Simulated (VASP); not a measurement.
Write the native input for VASP 6.6.1 that does the following.

* Task: single point
* Functional: PBE
* Potentials or basis: VASP PAW PBE potentials, release 64 (Si, Li_sv)
* Cutoff: 520 eV
* k mesh: 2 × 2 × 2
* Occupations: gaussian, width 0.05 eV
* Spin: collinear spin, typed start
* Starting moments: [0.0, 0.0, 0.0, 0.0, 0.0, 0.0, 0.0, 0.0, 0.0, 0.0, 0.0, 0.0, 0.0, 0.0, 0.0, 0.0, 1.0] μB
* Dipole correction: no
* Further INCAR settings: LREAL = Auto; ALGO = Normal; EDIFF = 1e-06; NBANDS = 52

The structure of LiSi16 (a cell with a defect) lies in POSCAR:

```
LiSi16
1.0
    0.0000000000      5.4300000000      5.4300000000
    5.4300000000      0.0000000000      5.4300000000
    5.4300000000      5.4300000000      0.0000000000
Si Li
16 1
Direct
    0.0010830378     -0.0036413418      0.0012163161
    0.1233616818      0.1262415716      0.1235258438
   -0.0081552820      0.0022815432      0.5028698675
    0.1233508361      0.1262379770      0.6267443457
    0.0011097406      0.5007069125      0.0012463463
    0.1249979856      0.6246564404      0.1251165661
    0.0011044203      0.5007037889      0.4968235771
    0.1234107939      0.6229099393      0.6267784887
    0.5027104437      0.0022693187     -0.0079671173
    0.6266106251      0.1262337339      0.1235019374
    0.5026961164      0.0022572144      0.5028390995
    0.6250057753      0.1244207626      0.6251976484
    0.4967041516      0.5007006029      0.0012340037
    0.6266422690      0.6228992724      0.1235648686
    0.5027647117      0.4912733468      0.5029124916
    0.6266368767      0.6228895455      0.6267658583
    0.3750047564     -0.1256204883      0.3752111884
```

The cell was built by a generator and needn't be a form met in nature.

The input as run:

INCAR

```
SYSTEM = LiSi16
PREC = Accurate ; ENCUT = 520
EDIFF = 1E-6 ; ISMEAR = 0
SIGMA = 0.05 ; LREAL = Auto
LASPH = .True. ; NELM = 150
ALGO = Normal ; ISIF = 2
LWAVE = .False. ; LCHARG = .False.
ISPIN = 2 ; MAGMOM = 0 0 0 0 0 0 0 0 0 0 0 0 0 0 0 0 1
LORBIT = 11 ; GGA = PE
NBANDS = 52
```

KPOINTS

```
Automatic mesh
0
Gamma
  2 2 2
  0 0 0
```

Potentials or basis: VASP PAW PBE potentials, release 64 (Si, Li_sv).

Command:

```sh
$ cat potpaw_PBE.64/Si/POTCAR potpaw_PBE.64/Li_sv/POTCAR > POTCAR
$ mpirun -np 1 vasp_std > vasp.out
```

Results of the run:

| Quantity | Value |
| --- | --- |
| Largest force | 0.023 eV/Å |
| Band gap on the k mesh | none (metal or under the smearing width) |
| Net moment | 0.01 μB per cell |
| Valence electrons inside the program's atomic spheres | Si 1.70, 1.69, 1.71; Li 2.12 |

Caveat: the k mesh is coarse (spacing up to 0.50 Å⁻¹), so the values aren't converged.

Wall time 7.7 min on 1 thread of Intel(R) Xeon(R) Platinum 8259CL CPU @ 2.50GHz (Skylake/Cascade Lake) (shared host), peak memory 0.7 GiB.
